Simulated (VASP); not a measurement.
Input:

```
Pt
1.0
    0.00000     1.97124     1.97124
    1.97124     0.00000     1.97124
    1.97124     1.97124     0.00000
Pt
1
Direct
  0.00000   0.00000   0.00000
```

Calculation: r2SCAN meta-GGA, VASP's PBE PAW potentials (set 64) (plane waves; VASP). Settings: 520 eV cut-off, 18×18×18 Γ-centred mesh, tetrahedra with Blöchl corrections, potentials Pt.

Question: Give the energies of bands 1 to 6 at the high-symmetry points, in eV from the Fermi level.

Answer: 
```tsv
band	Γ	X	U	L	W
1	-10.29	-7.10	-6.29	-7.38	-5.66
2	-3.79	-6.67	-5.48	-3.89	-4.56
3	-3.79	-0.04	-2.83	-3.89	-4.56
4	-3.79	0.53	-1.35	-0.21	-2.03
5	-1.68	0.53	-0.13	0.05	0.54
6	-1.68	2.00	6.08	0.05	7.45
```

It has no gap at this level: it comes out as a metal or semimetal.

The compound is Pt in the fcc structure. It was relaxed first.
